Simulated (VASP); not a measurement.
Computed with PW91 GGA, VASP's PBE PAW potentials (set 64) (plane waves; VASP 6.6.1).

VASP input:

File KPOINTS:
```
kpoints
0
gamma
 7 7 11
```

**POSCAR**
```
MnO2
1.0
  4.4263379779   0.0000000000   0.0000000000
  0.0000000000   4.4263379779   0.0000000000
  0.0000000000   0.0000000000   2.8655085371
Mn O
2 4
Cart
  4.4263379779   0.0000000000   0.0000000000
  2.2131689890   2.2131689890   1.4327542686
  1.3450377360   1.3450377360   2.8655085371
  3.5582067249   0.8681312530   1.4327542686
  0.8681312530   3.5582067249   1.4327542686
  3.0813002419   3.0813002419   0.0000000000
```

**INCAR**
```
! general
SYSTEM  = MnO2
PREC    = Accurate
ENCUT   = 520
LREAL   = F
LASPH   = T

! electronic loop
EDIFF   = 1E-7
NELM    = 100
ALGO    = Normal
LMAXMIX = 4

! smearing
ISMEAR  = 1
SIGMA   = 0.1

! functional
GGA     = 91

! spin
ISPIN   = 2
MAGMOM  = 2.4 -2.4 -0.0 2*0.0 -0.0

! ions
IBRION  = 2
NSW     = 30
ISIF    = 4
EDIFFG  = -0.01

! output
LWAVE   = F
LCHARG  = F
LORBIT  = 10
```

POTCAR, in this order: Mn_pv O (PBE.64 set). Program: vasp_std.

Output of the run:

**OSZICAR**
```
       N       E                     dE             d eps       ncg     rms          rms(c)
DAV:   1     0.653710563725E+03    0.65371E+03   -0.28768E+04  7352   0.201E+03
DAV:   2     0.217615287544E+02   -0.63195E+03   -0.59580E+03  7740   0.568E+02
DAV:   3    -0.610603003364E+02   -0.82822E+02   -0.80667E+02  9034   0.193E+02
DAV:   4    -0.643035238899E+02   -0.32432E+01   -0.29646E+01  8438   0.342E+01
DAV:   5    -0.643611246344E+02   -0.57601E-01   -0.57569E-01  7498   0.532E+00    0.436E+01
DAV:   6    -0.613993807960E+02    0.29617E+01   -0.17960E+02  8956   0.121E+02    0.587E+01
DAV:   7    -0.504385314195E+02    0.10961E+02   -0.14132E+02  9420   0.126E+02    0.200E+01
DAV:   8    -0.483129523921E+02    0.21256E+01   -0.93086E+00  7582   0.293E+01    0.799E+00
DAV:   9    -0.479073042233E+02    0.40565E+00   -0.20300E+00  9644   0.143E+01    0.291E+00
DAV:  10    -0.479219154149E+02   -0.14611E-01   -0.19468E-01  7506   0.376E+00    0.160E+00
DAV:  11    -0.479159014216E+02    0.60140E-02   -0.30776E-02  7700   0.214E+00    0.413E-01
DAV:  12    -0.479162004204E+02   -0.29900E-03   -0.30559E-03  8162   0.598E-01    0.239E-01
DAV:  13    -0.479160500015E+02    0.15042E-03   -0.29293E-04  9414   0.208E-01    0.103E-01
DAV:  14    -0.479160025878E+02    0.47414E-04   -0.10891E-04  8162   0.145E-01    0.320E-02
DAV:  15    -0.479159980836E+02    0.45042E-05   -0.80973E-05  8348   0.114E-01    0.225E-02
DAV:  16    -0.479159956721E+02    0.24114E-05   -0.15852E-05  7828   0.540E-02    0.813E-03
DAV:  17    -0.479159955360E+02    0.13608E-06   -0.13652E-06  9522   0.123E-02    0.146E-03
DAV:  18    -0.479159954745E+02    0.61485E-07   -0.20596E-07  4916   0.326E-03
   1 F= -.47915995E+02 E0= -.47916097E+02  d E =-.479160E+02  mag=     0.0000
```

**OUTCAR**
```
------------------------ aborting loop because EDIFF is reached ----------------------------------------
  FORCE on cell =-STRESS in cart. coord.  units (eV):
  Direction    XX          YY          ZZ          XY          YZ          ZX
  --------------------------------------------------------------------------------------
  Total        0.0480428      0.0480428      0.0197948      0.0000000      0.0000000      0.0000000
  in kB        1.3710344      1.3710344      0.5648981      0.0000000      0.0000000      0.0000000
  external PRESSURE =       1.1023223 kB  Pullay stress =       0.0000000 kB
  volume of cell :       56.14
      direct lattice vectors                 reciprocal lattice vectors
     4.426337978  0.000000000  0.000000000     0.225920389  0.000000000  0.000000000
     0.000000000  4.426337978  0.000000000     0.000000000  0.225920389  0.000000000
     0.000000000  0.000000000  2.865508537     0.000000000  0.000000000  0.348978196
 POSITION                                       TOTAL-FORCE (eV/Angst)
 -----------------------------------------------------------------------------------
      0.00000      0.00000      0.00000        -0.000000      0.000000      0.000000
      2.21317      2.21317      1.43275        -0.000000      0.000000      0.000000
      1.34504      1.34504      0.00000        -0.004948     -0.004948      0.000000
      3.55821      0.86813      1.43275        -0.004948      0.004948      0.000000
      0.86813      3.55821      1.43275         0.004948     -0.004948      0.000000
      3.08130      3.08130      0.00000         0.004948      0.004948      0.000000
 -----------------------------------------------------------------------------------
    total drift:                                0.000000      0.000000      0.000000
  FREE ENERGIE OF THE ION-ELECTRON SYSTEM (eV)
  ---------------------------------------------------
  free  energy   TOTEN  =       -47.9159954745 eV

  energy  without entropy=      -47.9162986561  energy(sigma->0) =      -47.91609654

 total charge

# of ion       s       p       d       tot
------------------------------------------
    1        0.346   6.455   4.919  11.721
    2        0.346   6.455   4.919  11.721
    3        1.566   3.450   0.000   5.017
    4        1.566   3.450   0.000   5.017
    5        1.566   3.450   0.000   5.017
    6        1.566   3.450   0.000   5.017
--------------------------------------------------
tot          6.959  26.712   9.838  43.509

 magnetization (x)

# of ion       s       p       d       tot
------------------------------------------
    1        0.011   0.018   2.418   2.447
    2       -0.011  -0.018  -2.418  -2.447
    3       -0.001  -0.049   0.000  -0.050
    4        0.001   0.049   0.000   0.050
    5        0.001   0.049   0.000   0.050
    6       -0.001  -0.049   0.000  -0.050
--------------------------------------------------
tot          0.000   0.000  -0.000  -0.000

 reached required accuracy - stopping structural energy minimisation
```
(Selected blocks of OUTCAR.)

The compound is MnO2 in the rutile structure. It was relaxed first.
